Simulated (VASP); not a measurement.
Output of a VASP run:

OSZICAR:
```
       N       E                     dE             d eps       ncg     rms          rms(c)
DAV:   1    -0.523751170463E+02   -0.52375E+02   -0.17401E+00   788   0.870E+00    0.435E+00
DAV:   2    -0.523853822469E+02   -0.10265E-01   -0.12885E-01   920   0.202E+00    0.245E+00
DAV:   3    -0.523764902152E+02    0.88920E-02   -0.34053E-02   850   0.977E-01    0.120E+00
DAV:   4    -0.523755457011E+02    0.94451E-03   -0.39505E-03   912   0.397E-01    0.681E-01
DAV:   5    -0.523748003113E+02    0.74539E-03   -0.13788E-03   900   0.219E-01    0.404E-01
DAV:   6    -0.523746667922E+02    0.13352E-03   -0.22214E-04   934   0.916E-02    0.243E-01
DAV:   7    -0.523746122092E+02    0.54583E-04   -0.59524E-05  1125   0.476E-02    0.137E-01
DAV:   8    -0.523746022325E+02    0.99767E-05   -0.23337E-05   958   0.299E-02    0.786E-02
DAV:   9    -0.523746002161E+02    0.20164E-05   -0.55704E-06   816   0.164E-02    0.475E-02
DAV:  10    -0.523746002065E+02    0.96197E-08   -0.14319E-06   488   0.908E-03
   1 F= -.52374600E+02 E0= -.52374600E+02  d E =-.318882E-12
       N       E                     dE             ncg
```

File OUTCAR:
```
------------------------ aborting loop because EDIFF is reached ----------------------------------------
  FORCE on cell =-STRESS in cart. coord.  units (eV):
  Direction    XX          YY          ZZ          XY          YZ          ZX
  --------------------------------------------------------------------------------------
  Total       -2.2640368     -2.2640368     -2.2640368      0.0000000      0.0000000      0.0000000
  in kB      -27.2234155    -27.2234155    -27.2234155      0.0000000      0.0000000      0.0000000
  external PRESSURE =     -27.2234155 kB  Pullay stress =       0.0000000 kB
  volume of cell :      133.25
      direct lattice vectors                 reciprocal lattice vectors
     5.107603192  0.000000000  0.000000000     0.195786548  0.000000000  0.000000000
     0.000000000  5.107603192  0.000000000     0.000000000  0.195786548  0.000000000
     0.000000000  0.000000000  5.107603192     0.000000000  0.000000000  0.195786548
 POSITION                                       TOTAL-FORCE (eV/Angst)
 -----------------------------------------------------------------------------------
      0.00000      0.00000      0.00000         0.000000      0.000000      0.000000
      2.55380      2.55380      0.00000         0.000000      0.000000      0.000000
      2.55380      0.00000      2.55380         0.000000      0.000000      0.000000
      2.55380      2.55380      2.55380         0.000000      0.000000      0.000000
      0.00000      0.00000      2.55380         0.000000      0.000000      0.000000
      0.00000      2.55380      0.00000         0.000000      0.000000      0.000000
      2.55380      0.00000      0.00000         0.000000      0.000000      0.000000
      0.00000      2.55380      2.55380         0.000000      0.000000      0.000000
 -----------------------------------------------------------------------------------
    total drift:                               -0.000008     -0.000012     -0.000012
  FREE ENERGIE OF THE ION-ELECTRON SYSTEM (eV)
  ---------------------------------------------------
  free  energy   TOTEN  =       -52.3746002065 eV

  energy  without entropy=      -52.3746002065  energy(sigma->0) =      -52.37460021

  exchange ACFDT corr.  =         0.00000000  see jH, gK, PRB 81, 115126
```
(Selected blocks of OUTCAR.)

File POSCAR:
```
CdSr3O4
1
    5.1076031918     0.0000000000     0.0000000000
    0.0000000000     5.1076031918     0.0000000000
    0.0000000000     0.0000000000     5.1076031918
Sr O Cd
3 4 1
Direct
  0.0000000000   0.0000000000   0.0000000000
  0.5000000000   0.5000000000   0.0000000000
  0.5000000000   0.0000000000   0.5000000000
  0.5000000000   0.5000000000   0.5000000000
  0.0000000000   0.0000000000   0.5000000000
  0.0000000000   0.5000000000   0.0000000000
  0.5000000000   0.0000000000   0.0000000000
  0.0000000000   0.5000000000   0.5000000000
```

Problem. Reconstruct the remaining input files.

Solution. This is not unique; one that fits is the input of the run itself, HSE06 screened hybrid, plane waves, VASP's PBE PAW potentials (set 64).

KPOINTS_OPT:
```
named points and PBE's band edges
5
Reciprocal
  0.000000   0.000000   0.000000 1 ! GAMMA
  0.500000   0.500000   0.500000 1 ! R
  0.500000   0.500000   0.000000 1 ! M
  0.000000   0.500000   0.000000 1 ! X
  0.000000   0.035710   0.000000 1 ! near an edge
```

KPOINTS:
```
K-points
0
G
 4 4 4
```

INCAR:
```
AEXX = 0.25
ALGO = Normal
EDIFF = 1E-6
ENCUT = 500
GGA = PE
HFSCREEN = 0.2
ISIF = 2
ISMEAR = 0
ISYM = 3
LASPH = .TRUE.
LCHARG = .FALSE.
LHFCALC = .TRUE.
LMAXMIX = 4
LREAL = .FALSE.
LWAVE = .FALSE.
NELM = 60
PREC = Accurate
PRECFOCK = Fast
SIGMA = 0.05
SYSTEM = CdSr3O4
```

POTCAR, in this order: Sr_sv O Cd (PBE.64 set). Program: vasp_std. Read from the step before: WAVECAR.

The structure was generated: CdSr3O4 was put into an ordered model structure (Pm-3m), which need not be its known phase. It was relaxed first.
